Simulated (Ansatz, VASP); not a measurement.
# Cross-check of Ga2SnS5 (1T-SnS2 under alpha-Ga2S3 ferroelectric layer, AA') between VASP and Ansatz, part 2 of 2

Wanted: the spread between two codes on one cell, functional and k mesh. The cell is taken from a series of runs on this material, whose earlier steps may have relaxed, scaled, displaced or heated it; both programs get it as it stands.

VASP 6.6.1 and Ansatz 0.2.0.

So far: Starting point; VASP: single point, PBE with D3(BJ).

### Step 3. Ansatz: single point, PBE with D3(BJ)

Level of this step: Ansatz beside VASP: Kohn-Sham DFT, plane waves, PBE with D3(BJ) (Ansatz).

Ansatz runs on its default PAW (the set named soft_2) files.

The same cell, functional, mesh and smearing now go to Ansatz, which takes its cutoff from its data sets.

Input file input.yaml:

```yaml
crystal:
  lattice:
    - [3.6260421362, 0.0, 0.0]
    - [-1.8130210681, 3.1402446052, 0.0]
    - [0.0, 0.0, 30.5808704858]
  atoms:
    - { symbol: S, position: [0.6666666667, 0.3333333333, 0.294301629] }
    - { symbol: Sn, position: [0.0, 0.0, 0.3432580544] }
    - { symbol: S, position: [0.3333333333, 0.6666666667, 0.3922181042] }
    - { symbol: S, position: [0.3333333333, 0.6666666667, 0.5121104469] }
    - { symbol: Ga, position: [0.0, 0.0, 0.5463453709] }
    - { symbol: S, position: [0.0, 0.0, 0.6184173065] }
    - { symbol: Ga, position: [0.6666666667, 0.3333333333, 0.6684404777] }
    - { symbol: S, position: [0.3333333333, 0.6666666667, 0.705698371] }
kpoints:
  mp_grid: { grid: [18, 18, 1] }
  band_path:
    path: [[0, 0, 0], [0.5, 0, 0], [0.33333333, 0.33333333, 0], [0, 0, 0]]
    npoints: 16
hamiltonian:
  xc: pbe
  dispersion: d3bj
scf:
  occupations: { method: fermi_dirac, width: 0.02585 }
  convergence: { dr2_threshold: 1.0e-10 }
efield:
  axis: 3
  dipole_correction: true
  ramp_position: 0.97
  ramp_width: 0.06
  amplitude: 0
output:
  dos: { projected: true, e_range: [-6, 5] }
  write_potential: true
  write_density: true
  volumetric_format: npy
  elf: true
```

Started as:

```sh
ansatz run input.yaml --threads 2 --pin off --max-ram 3072MiB --backend cpu --events-out ev --progress --plain --runs-dir out
```

Numbers of over 12 decimals in the logs are rounded to 6 here.

Output:

```text
Engine: ansatz 0.2.0, x86_64-unknown-linux-gnu
Pseudopotentials: kind: paw
Pseudopotential: S, paw, valence charge 6, recommended cutoff 420 eV (normal), S.paw.azcp
Pseudopotential: Sn, paw, valence charge 14, recommended cutoff 420 eV (normal), Sn.paw.azcp
Pseudopotential: Ga, paw, valence charge 13, recommended cutoff 420 eV (normal), Ga.paw.azcp
Functional definition: PBE
  parameter kappa = 0.804
  parameter beta = 0.066725
  exchange = pbe_x(kappa = kappa, mu = beta*pi^2/3)
  correlation = pbe_c(beta = beta)
Crystal: 8 atoms, lattice volume = 348.214 Å³
Basis set: ecut = 420 eV, 6739 PW (Γ)
Bands: 43, of which v1, the nominal top of the filled ones, is band 35 counted from 1 (34 counted from 0)
Symmetry: 6 space group operations
Space group: P3m1 (ITA 156), of the structure as read, at distance tolerance 7.0e-5 Å
k-points: 37 of 324 (time reversal used)
Non-local potential: S, projectors of the file, l = 0: 2, l = 1: 2, l = 2: 2
Non-local potential: Sn, projectors of the file, l = 0: 2, l = 1: 2, l = 2: 2, l = 3: 2
Non-local potential: Ga, projectors of the file, l = 0: 2, l = 1: 2, l = 2: 3, l = 3: 1
PAW form: soft (Blöchl's): semilocal exchange-correlation on the pseudo side does not see the compensation charge
PAW one-centre angular grid: S, 110 points (default); XC on 64 Gauss nodes
PAW one-centre angular grid: Sn, 590 points (default); XC on 64 Gauss nodes
PAW one-centre angular grid: Ga, 590 points (default); XC on 64 Gauss nodes
Initial density: superposition of atomic densities (neutral atoms: chi_scale 0, normalization atom), corrected by the library's trained network
Initial wavefunctions: pseudopotential atomic-orbital guess
Functional: x = pbe(κ = 0.804, μ = 0.219515), c = pbe(β = 0.066725)
SCF iter   1: F=—  HF=-18106.736463 eV  |F-HF|=—  |Δ(HF+E_count)|=         —  Δρ=1.22e-3  dr2=4.08e-2  ethr=1.77e-3  p=-0.035 e·Å  D=-1.80e-2 V/Å  ΔV_dip=0.55 eV  dr2_dipole=1.74e-2  V_vac-E_F(+/−)=6.17/5.61 eV  ⟨swp⟩=10.8  Hψ=8269  notcnv=0  defer=5
efield: sawtooth ramp at fractional position 0.9700 (set: `efield.ramp_position`, or a place that a band, a saddle search or an elastic batch's reference lends), width 0.0600; the density the first Hamiltonian is built on has a dipole p = -0.035 e·Å; the dipole correction subtracts the counter field D = -1.80e-2 V/Å, which shifts the + side's vacuum level by +0.55 eV against the − side's; the planar-averaged density in the ramp window peaks in size at 7.2e-6 e/Å³
preconditioner: auto → Resta (q_TF=auto, 2.088 Å⁻¹)  ε∞=2.3  [insulator: Δε(μ)=1.207 eV  Ē_g=14.386 eV  σ=0.026 eV  W_gap=1.00  n_scr=50 (ndim 8)  ℏωp=16.6 eV  f_vac=0.500  D(μ)=0.00/eV (n_scr^D=0)  ε∞_Penn≈2.3  vacuum switching on, ρ_ref=1.5e-2 e/Å³]
SCF iter   2: F=—  HF=-18106.731934 eV  |F-HF|=—  |Δ(HF+E_count)|=   4.53e-3  Δρ=1.18e-3  dr2=3.03e-2  ethr=5.83e-5  p=-0.094 e·Å  D=-4.90e-2 V/Å  ΔV_dip=1.50 eV  dr2_dipole=8.28e-3  V_vac-E_F(+/−)=6.70/5.21 eV  ⟨swp⟩=3.6  Hψ=2819  notcnv=0  defer=106
SCF iter   3: F=—  HF=-18106.728211 eV  |F-HF|=—  |Δ(HF+E_count)|=   3.72e-3  Δρ=5.11e-4  dr2=5.27e-3  ethr=4.33e-5  p=-0.069 e·Å  D=-3.58e-2 V/Å  ΔV_dip=1.10 eV  dr2_dipole=2.61e-3  V_vac-E_F(+/−)=6.49/5.39 eV  ⟨swp⟩=3.0  Hψ=2039  notcnv=0  defer=106
SCF iter   4: F=—  HF=-18106.727174 eV  |F-HF|=—  |Δ(HF+E_count)|=   1.04e-3  Δρ=2.50e-4  dr2=8.66e-4  ethr=7.53e-6  p=-0.082 e·Å  D=-4.26e-2 V/Å  ΔV_dip=1.30 eV  dr2_dipole=1.31e-4  V_vac-E_F(+/−)=6.62/5.32 eV  ⟨swp⟩=2.1  Hψ=2182  notcnv=0  defer=104
SCF iter   5: F=—  HF=-18106.727126 eV  |F-HF|=—  |Δ(HF+E_count)|=   4.83e-5  Δρ=1.32e-4  dr2=1.62e-4  ethr=1.24e-6  p=-0.088 e·Å  D=-4.56e-2 V/Å  ΔV_dip=1.40 eV  dr2_dipole=9.85e-8  V_vac-E_F(+/−)=6.67/5.27 eV  ⟨swp⟩=2.1  Hψ=2104  notcnv=0  defer=104
SCF iter   6: F=—  HF=-18106.727137 eV  |F-HF|=—  |Δ(HF+E_count)|=   1.06e-5  Δρ=8.13e-5  dr2=5.95e-5  ethr=2.31e-7  p=-0.088 e·Å  D=-4.58e-2 V/Å  ΔV_dip=1.40 eV  dr2_dipole=3.44e-7  V_vac-E_F(+/−)=6.68/5.28 eV  ⟨swp⟩=2.0  Hψ=1888  notcnv=0  defer=104
SCF iter   7: F=—  HF=-18106.727138 eV  |F-HF|=—  |Δ(HF+E_count)|=   1.76e-6  Δρ=3.51e-5  dr2=6.40e-6  ethr=8.50e-8  p=-0.088 e·Å  D=-4.58e-2 V/Å  ΔV_dip=1.40 eV  dr2_dipole=8.68e-8  V_vac-E_F(+/−)=6.68/5.28 eV  ⟨swp⟩=2.0  Hψ=1776  notcnv=0  defer=104
SCF iter   8: F=—  HF=-18106.727236 eV  |F-HF|=—  |Δ(HF+E_count)|=   9.78e-5  Δρ=1.41e-5  dr2=6.44e-7  ethr=9.14e-9  p=-0.088 e·Å  D=-4.58e-2 V/Å  ΔV_dip=1.40 eV  dr2_dipole=1.09e-11  V_vac-E_F(+/−)=6.68/5.28 eV  ⟨swp⟩=2.0  Hψ=2724  notcnv=0  defer=104
SCF iter   9: F=—  HF=-18106.727237 eV  |F-HF|=—  |Δ(HF+E_count)|=   4.61e-7  Δρ=4.88e-6  dr2=9.85e-8  ethr=9.20e-10  p=-0.088 e·Å  D=-4.58e-2 V/Å  ΔV_dip=1.40 eV  dr2_dipole=3.52e-10  V_vac-E_F(+/−)=6.68/5.28 eV  ⟨swp⟩=2.0  Hψ=2730  notcnv=0  defer=104
SCF iter  10: F=—  HF=-18106.727237 eV  |F-HF|=—  |Δ(HF+E_count)|=   8.34e-8  Δρ=1.18e-6  dr2=3.59e-9  ethr=1.41e-10  p=-0.088 e·Å  D=-4.58e-2 V/Å  ΔV_dip=1.40 eV  dr2_dipole=3.85e-11  V_vac-E_F(+/−)=6.68/5.28 eV  ⟨swp⟩=2.0  Hψ=2783  notcnv=0  defer=104
SCF iter  11: F=—  HF=-18106.727237 eV  |F-HF|=—  |Δ(HF+E_count)|=   6.77e-9  Δρ=4.51e-7  dr2=6.51e-10  ethr=5.12e-12  p=-0.088 e·Å  D=-4.58e-2 V/Å  ΔV_dip=1.40 eV  dr2_dipole=5.82e-11  V_vac-E_F(+/−)=6.68/5.28 eV  ⟨swp⟩=2.2  Hψ=2795  notcnv=0  defer=104
SCF iter  12: F=—  HF=-18106.727237 eV  |F-HF|=—  |Δ(HF+E_count)|=  3.06e-10  Δρ=1.79e-7  dr2=3.08e-10  ethr=1.00e-12  p=-0.088 e·Å  D=-4.58e-2 V/Å  ΔV_dip=1.40 eV  dr2_dipole=9.12e-11  V_vac-E_F(+/−)=6.68/5.28 eV  ⟨swp⟩=2.0  Hψ=2597  notcnv=0  defer=104
SCF iter  13: F=—  HF=-18106.727237 eV  |F-HF|=—  |Δ(HF+E_count)|=  1.46e-11  Δρ=9.32e-8  dr2=1.57e-10  ethr=1.00e-12  p=-0.088 e·Å  D=-4.58e-2 V/Å  ΔV_dip=1.40 eV  dr2_dipole=7.93e-11  V_vac-E_F(+/−)=6.68/5.28 eV  ⟨swp⟩=2.0  Hψ=1800  notcnv=0  defer=104
SCF iter  14: F=-18106.727237 eV  HF=-18106.727237 eV  |F-HF|=3.27e-11  |Δ(HF+E_count)|=  1.82e-11  Δρ=3.70e-8  dr2=9.29e-12  ethr=1.00e-12  p=-0.088 e·Å  D=-4.58e-2 V/Å  ΔV_dip=1.40 eV  dr2_dipole=3.15e-12  V_vac-E_F(+/−)=6.68/5.28 eV  ⟨swp⟩=14.0  Hψ=4815  notcnv=0
SCF 1 converged in 14 iterations: F = -18106.727237 eV  dr2 = 9.29e-12
  greatest PAW one-centre occupation: 0.996 electrons in one spin orbital (limit 2), on the Ga atom at site 6 (counted from 0), in its partial waves of l = 2
NSCF: frozen V_eff on 49 k-points
efield: sawtooth ramp at fractional position 0.9700 (kept from the solve that this one continues, or follows in the run), width 0.0600; the density the first Hamiltonian is built on has a dipole p = -0.088 e·Å; the dipole correction subtracts the counter field D = -4.58e-2 V/Å, which shifts the + side's vacuum level by +1.40 eV against the − side's; the planar-averaged density in the ramp window peaks in size at 9.6e-7 e/Å³
WARN: The output density's exchange-correlation potential varies sharply where the density is thin. Do not read a vacuum level from v_tot or v_xc, or from such a field of the output density. On a cell that repeats whose density bears no net charge and no dipole along the vacuum's axis use v_es (v_loc + v_h of the components); under efield.dipole_correction with no amplitude use v_es + v_field, which holds any externa [...]
SCF converged after 14 iterations
Free energy (F): -18106.727237 eV
Harris-Foulkes:  -18106.727237 eV  (|F-HF|=3.27e-11)
Internal energy: -18106.727177 eV  (E = F + TS)
E sigma→0 (E₀):  -18106.727207 eV
Entropy (-TS):   -0.000060 eV (-0.007 meV/atom)
Fermi energy:    0.308953 eV
Dipole field:    D = -0.045827 V/Å  (p = -0.088186 e·Å, saw-weighted, corrected)
Work function:   Φ+ = 6.6815 eV   Φ− = 5.2801 eV
Levels:          The Fermi level and band energies are counted from a zero that moves with the ramp; work functions are not
--- Per-component energies (eV) ---
  E_band       = -723.462262
  E_kinetic    = 951.461966
  E_local      = -58677.372048  (includes V_loc(G=0)·N_el)
  E_nonlocal   = 968.161660
  E_hartree    = 28951.243312
  E_xc         = -1002.121537
  E_vxc        = -644.533636  (∫ρ·V_xc dr)
  E_paw        = -11129.145472  (= ΣΔE_a)
  E_vpaw       = -1224.699807  (= ΣTr[D̂ρ^β])
  E_aug_tail   = -0.000204  (compensation charges beyond the density's cutoff)
  E_efield     = 0.002021  (sawtooth field / dipole correction)
  E_vefield    = 1.033105  (∫n·V_field dr)
  E_ewald      = 21833.113703
  E_disp       = -2.070579  (pairwise vdW)
  E_smearing   = -0.000060  (= −TS)
  E_closure    = 0.000000  (closes the sum)
  Σ components = -18106.727237   (vs F -18106.727237, Δ=0.00e0)
--- Band table (eV; the first three rows and the last of 37) ---
  k-point 0: bands = [... 31 lower, -0.1629, -0.1629, -0.0589, -0.0589, 1.4213, 1.9492, 2.8351, 3.1769, ... 4 higher]
  k-point 1: bands = [... 31 lower, -0.4769, -0.3384, -0.0983, 0.0525, 1.5812, 2.1307, 3.0397, 3.3379, ... 4 higher]
  k-point 2: bands = [... 31 lower, -0.7860, -0.6004, -0.3494, 0.1337, 1.8619, 2.5059, 3.4429, 3.6122, ... 4 higher]
  k-point 36: bands = [... 31 lower, -1.8665, -1.7413, -1.7089, -0.1929, 1.4943, 2.7314, 3.4798, 4.6929, ... 4 higher]
```

Reading the cycles: dr2 is the Hartree energy of the density residual (eV), the measure of convergence; HF is the Harris–Foulkes estimate of the energy, which meets the free energy F at convergence.

### Step 4. Side by side

Known differences besides the potentials themselves: the cutoff is 420 eV in Ansatz and 400 eV in VASP. Total energies have different zeros and are not compared.

Both answers:

| quantity | Ansatz | VASP | difference |
| --- | --- | --- | --- |
| gap on the k mesh (eV) | 0.283 | 0.279 | +0.005 |

A gap on the mesh is an upper bound, since the band edges may lie between its points. With vacuum in the cell, a pressure given here is an average over mostly empty space and none of the material.

### Step 5. Results

```yaml
difference_in_gap_on_the_k_mesh_single_point_pbe_with_d3_bj: 0.0048 eV
```

The difference in gap on the k mesh is 0.0048 eV (single point, PBE with D3(BJ)), within the 0.08 eV picked in this series as the mark of a large difference. How closely two codes agree says nothing of how well the functional describes the real material.

[Lines on the potential files, build, host, timing and source positions are cut from VASP's logs without a mark.]

[Logs are printed without paths, hosts, clocks, repeated set-up lines and the standing remarks that a program may print on its own settings, such as how far it seeks lower states.]

[Hosts, paths, dates, database ids (printed as entryN), source tags and the programs' standing remarks are cut or masked in the printed files.]
